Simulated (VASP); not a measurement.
A convergence study with VASP on MnF2 (rutile): a few settings are varied, all else stays as given below, so the limit is that of these other settings. The cell's lengths are 1 % over those of the tabulated start and one atom is moved, so it is off equilibrium.

```yaml
crystal:
  lattice:
    - [4.91870, 0.00000, 0.00000]
    - [0.00000, 4.91870, 0.00000]
    - [0.00000, 0.00000, 3.34310]
  atoms:
    - { symbol: Mn, position: [0.00000, 0.00000, 0.00000], spin: 5.0 }
    - { symbol: Mn, position: [0.50000, 0.50000, 0.50000], spin: -5.0 }
    - { symbol: F, position: [0.30500, 0.30500, 0.00000] }
    - { symbol: F, position: [0.80500, 0.19500, 0.50000] }
    - { symbol: F, position: [0.19500, 0.80500, 0.50000] }
    - { symbol: F, position: [0.70732, 0.69500, 0.00000] }
```

The numbers are results of PBE GGA, VASP's PBE PAW potentials (set 64) (plane waves; VASP 6.6.1), not measurements. The last row used: LREAL = Auto, 700 eV cut-off, 4×4×5 Γ-centred mesh, Gaussian smearing of 0.050 eV, potentials Mn_pv F.

Gaps are read on the run's mesh, which can miss a band edge.

| setting | E (eV/atom) | pressure (GPa) | largest force (eV/Å) | gap on the mesh (eV) | plane waves |
|---|---|---|---|---|---|
| ENCUT = 400, LREAL = .FALSE., PREC = Normal | -6.5856 | -9.33 | 0.288 | 2.183 | 1480 |
| ENCUT = 500, LREAL = .FALSE., PREC = Normal | -6.5726 | -0.32 | 0.305 | 2.182 | 2072 |
| ENCUT = 600, LREAL = .FALSE., PREC = Normal | -6.5737 | -0.18 | 0.307 | 2.182 | 2724 |
| ENCUT = 700, LREAL = .FALSE., PREC = Normal | -6.5753 | … | 0.308 | 2.184 | 3422 |
| ENCUT = 500, LREAL = .FALSE., PREC = Accurate | -6.5723 | -0.34 | 0.307 | 2.182 | 2072 |
| ENCUT = 600, LREAL = .FALSE., PREC = Accurate | … | -0.20 | 0.307 | 2.182 | 2724 |
| ENCUT = 400, LREAL = Auto, PREC = Normal | -6.5859 | -9.31 | 0.289 | 2.183 | 1480 |
| ENCUT = 500, LREAL = Auto, PREC = Normal | -6.5737 | -0.37 | 0.322 | 2.182 | 2072 |
| ENCUT = 600, LREAL = Auto, PREC = Normal | -6.5737 | -0.20 | 0.305 | 2.182 | 2724 |
| ENCUT = 700, LREAL = Auto, PREC = Normal | -6.5753 | -0.29 | 0.306 | 2.184 | 3422 |
| ENCUT = 400, LREAL = Auto, PREC = Accurate | -6.5816 | -9.57 | 0.297 | 2.182 | 1480 |
| ENCUT = 500, LREAL = Auto, PREC = Accurate | -6.5731 | -0.35 | 0.308 | 2.182 | 2072 |
| ENCUT = 600, LREAL = Auto, PREC = Accurate | -6.5739 | -0.20 | 0.306 | 2.182 | 2724 |
| ENCUT = 700, LREAL = Auto, PREC = Accurate | -6.5755 | -0.27 | 0.308 | 2.184 | 3422 |

Task: Some entries are withheld; supply them.

Result: 
- ENCUT = 600, LREAL = .FALSE., PREC = Accurate, E (eV/atom): -6.5736
- ENCUT = 700, LREAL = .FALSE., PREC = Normal, pressure (GPa): -0.25

Left out are rungs that failed or repeat a setting and relaxations that didn't move; long series are thinned to 24 rows.

The compound is MnF2 in the rutile structure. The cell was not relaxed at this level, it is distorted from the ideal structure. The spin order is the one that the start imposed; others were not tried in this run.
